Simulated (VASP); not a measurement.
Level of theory: PBE GGA, VASP's PBE PAW potentials (set 64) (plane waves; VASP).

The input files of a VASP run:

### POSCAR
```
Cl2 molecule
1
   11.0000000000     0.0000000000     0.0000000000
    0.0000000000    11.5000000000     0.0000000000
    0.0000000000     0.0000000000    12.0000000000
Cl
2
Direct
  0.5000000000   0.5000000000   0.4170830000
  0.5000000000   0.5000000000   0.5829170000
```

INCAR:
```
EDIFF = 1E-5
LREAL = F   ! projection in real space or not
LWAVE = T
ALGO = Normal   ! blocked Davidson
EDIFFG = -0.03   ! ionic stop
NSW = 50
SIGMA = 0.01
SYSTEM = Cl2 molecule
GGA = PE   ! PBE
ISIF = 2   ! forces and stress, cell fixed
LASPH = T   ! aspherical one-centre terms
LCHARG = F
PREC = Normal
IBRION = 2
NELM = 100
ENCUT = 400   ! plane-wave cut-off (eV)
ISMEAR = 0   ! Gaussian
NELMIN = 4
```

KPOINTS:
```
Automatic
0
gamma
1 1 1
0 0 0
```

POTCAR, in this order: Cl (PBE.64 set). Program: vasp_gam.

What VASP printed:

File OSZICAR:
```
       N       E                     dE             d eps       ncg     rms          rms(c)
DAV:   1     0.149505357987E+03    0.14951E+03   -0.26549E+03    22   0.593E+02
DAV:   2     0.570109921062E+02   -0.92494E+02   -0.86492E+02    36   0.842E+01
DAV:   3    -0.992489301724E-01   -0.57110E+02   -0.56941E+02    36   0.987E+01
DAV:   4    -0.386085358722E+01   -0.37616E+01   -0.37612E+01    36   0.317E+01
DAV:   5    -0.387223804170E+01   -0.11384E-01   -0.11384E-01    36   0.184E+00    0.110E+01
DAV:   6    -0.367291285172E+01    0.19933E+00   -0.13757E-01    36   0.278E+00    0.727E+00
DAV:   7    -0.359896296224E+01    0.73950E-01   -0.30342E-01    22   0.409E+00    0.771E-01
DAV:   8    -0.359381162247E+01    0.51513E-02   -0.30962E-02    28   0.146E+00    0.312E-01
DAV:   9    -0.359450257318E+01   -0.69095E-03   -0.92189E-04    28   0.222E-01    0.690E-02
DAV:  10    -0.359537458333E+01   -0.87201E-03   -0.13732E-04    33   0.910E-02    0.554E-02
DAV:  11    -0.359600646856E+01   -0.63189E-03   -0.74842E-05    33   0.491E-02    0.134E-02
DAV:  12    -0.359699203538E+01   -0.98557E-03   -0.11045E-04    33   0.563E-02    0.141E-02
DAV:  13    -0.359762374486E+01   -0.63171E-03   -0.70843E-05    33   0.426E-02    0.771E-03
DAV:  14    -0.359792213928E+01   -0.29839E-03   -0.16538E-05    33   0.222E-02    0.735E-03
DAV:  15    -0.359799109880E+01   -0.68960E-04   -0.27097E-06    22   0.995E-03    0.247E-03
DAV:  16    -0.359805051465E+01   -0.59416E-04   -0.27070E-06    30   0.949E-03    0.185E-03
DAV:  17    -0.359806833965E+01   -0.17825E-04   -0.44070E-07    22   0.373E-03    0.225E-03
DAV:  18    -0.359807550628E+01   -0.71666E-05   -0.12503E-07    17   0.222E-03
   1 F= -.35980755E+01 E0= -.35980755E+01  d E =-.359808E+01
       N       E                     dE             d eps       ncg     rms          rms(c)
DAV:   1    -0.359797741058E+01    0.90929E-04   -0.46776E-02    25   0.129E+00    0.322E-01
DAV:   2    -0.359811688396E+01   -0.13947E-03   -0.15094E-03    25   0.331E-01    0.651E-02
DAV:   3    -0.359810871368E+01    0.81703E-05   -0.35308E-05    25   0.443E-02    0.431E-02
DAV:   4    -0.359811210932E+01   -0.33956E-05   -0.22118E-05    25   0.316E-02
   2 F= -.35981121E+01 E0= -.35981121E+01  d E =-.366030E-04
       N       E                     dE             d eps       ncg     rms          rms(c)
DAV:   1    -0.359816386211E+01   -0.55148E-04   -0.91933E-03    22   0.573E-01    0.134E-01
DAV:   2    -0.359819303828E+01   -0.29176E-04   -0.30278E-04    22   0.147E-01    0.269E-02
DAV:   3    -0.359819343074E+01   -0.39246E-06   -0.50510E-06    14   0.183E-02    0.170E-02
DAV:   4    -0.359819584240E+01   -0.24117E-05   -0.58345E-06    14   0.172E-02
   3 F= -.35981958E+01 E0= -.35981958E+01  d E =-.120336E-03
```

**OUTCAR**
```
------------------------ aborting loop because EDIFF is reached ----------------------------------------
  FORCE on cell =-STRESS in cart. coord.  units (eV):
  Direction    XX          YY          ZZ          XY          YZ          ZX
  --------------------------------------------------------------------------------------
  Total       -0.0272559     -0.0265736     -0.0288559     -0.0000000      0.0000000      0.0000000
  in kB       -0.0287673     -0.0280471     -0.0304561     -0.0000000      0.0000000      0.0000000
  external PRESSURE =      -0.0290902 kB  Pullay stress =       0.0000000 kB
  volume of cell :     1518.00
      direct lattice vectors                 reciprocal lattice vectors
    11.000000000  0.000000000  0.000000000     0.090909091  0.000000000  0.000000000
     0.000000000 11.500000000  0.000000000     0.000000000  0.086956522  0.000000000
     0.000000000  0.000000000 12.000000000     0.000000000  0.000000000  0.083333333
 POSITION                                       TOTAL-FORCE (eV/Angst)
 -----------------------------------------------------------------------------------
      5.50000      5.75000      5.00325         0.000000      0.000000     -0.000066
      5.50000      5.75000      6.99675         0.000000      0.000000      0.000066
 -----------------------------------------------------------------------------------
    total drift:                                0.000000      0.000000      0.000000
  FREE ENERGIE OF THE ION-ELECTRON SYSTEM (eV)
  ---------------------------------------------------
  free  energy   TOTEN  =        -3.5981958424 eV

  energy  without entropy=       -3.5981958424  energy(sigma->0) =       -3.59819584

 reached required accuracy - stopping structural energy minimisation
```
(Selected blocks of OUTCAR.)

CONTCAR:
```
Cl2 molecule
   1.00000000000000
    11.0000000000000000    0.0000000000000000    0.0000000000000000
     0.0000000000000000   11.5000000000000000    0.0000000000000000
     0.0000000000000000    0.0000000000000000   12.0000000000000000
  Cl
     2
Direct
     0.5000000000000000    0.5000000000000000    0.4169372795680749
     0.5000000000000000    0.5000000000000000    0.5830627204319250
```

File OUTCAR:
```
 val. band max:       -7.0573956560   @ k =   0.0000   0.0000   0.0000

 cond. band min:      -3.9989859643   @ k =   0.0000   0.0000   0.0000


 Fermi energy:        -6.9801221639

 k-point     1 :       0.0000    0.0000    0.0000
  band No.  band energies     occupation
      1     -23.2980      2.00000
      2     -19.0506      2.00000
      3     -11.7296      2.00000
      4      -9.7201      2.00000
      5      -9.7200      2.00000
      6      -7.0574      2.00000
      7      -7.0574      2.00000
      8      -3.9990      0.00000
      9      -0.3234      0.00000
     10       0.7246      0.00000
     11       0.8082      0.00000
```

The cell is a molecule in a box.
